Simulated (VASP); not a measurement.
Consider the following.

```xyz
2
Lattice="-2.5706 2.5706 1.4025 2.5706 -2.5706 1.4025 2.5706 2.5706 -1.4025" Properties=species:S:1:pos:R:3 pbc="T T T"
Ti     0.0000     2.5706     0.7013
Ti     0.0000     0.0000     0.0000
```

The numbers are results of r2SCAN meta-GGA, VASP's PBE PAW potentials (set 64) (plane waves; VASP), not measurements. Settings: 400 eV cut-off, 13×13×13 Γ-centred mesh, first-order Methfessel-Paxton smearing of 0.10 eV, potentials Ti_sv.

Energy and stress use the plane-wave basis of the starting cell.

Problem. The ions, cell shape and volume are relaxed. Give the cell that the relaxation ends in.

Solution. 
```xyz
2
Lattice="-2.4752 2.4752 1.4021 2.4752 -2.4752 1.4021 2.4752 2.4752 -1.4021" Properties=species:S:1:pos:R:3 pbc="T T T"
Ti     0.0000     2.4752     0.7011
Ti     0.0000     0.0000     0.0000
```
Space group I4_1/amd (141), at a tolerance of 0.03 Å.

Problem. How do energy and volume change from the first to the last step?

Solution. The energy (σ→0) changes by -33.5 meV/atom and the volume by -7.3 %, in 5 ionic steps.

The structure was generated: Ti was put into the beta-Sn type (I4_1/amd), which need not be its known phase. This run relaxes it. Symmetry was kept, so distortions that lower it aren't found.
